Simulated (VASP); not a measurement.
Four VASP jobs (plane waves, PAW):

A. GaN (wurtzite), 4 atoms, SCAN, static run, 520 eV, 11×11×6 Γ-centred mesh
B. C (diamond), 2 atoms, LDA, static run, 520 eV, 13×13×13 Γ-centred mesh
C. NaH (rock salt), 2 atoms, r2SCAN, static run, 520 eV, 10×10×10 Γ-centred mesh
D. ScCuO2 (space group R-3m), 4 atoms, r2SCAN, static run, 520 eV, 9×9×9 Γ-centred mesh

The timings are rough (shared machines, no repeats); factors under 2 mean little.

Question: Order them by core time, cheapest first.

Answer: B (4 core-seconds), C (30 core-seconds), A (3 core-minutes), D (20 core-minutes)
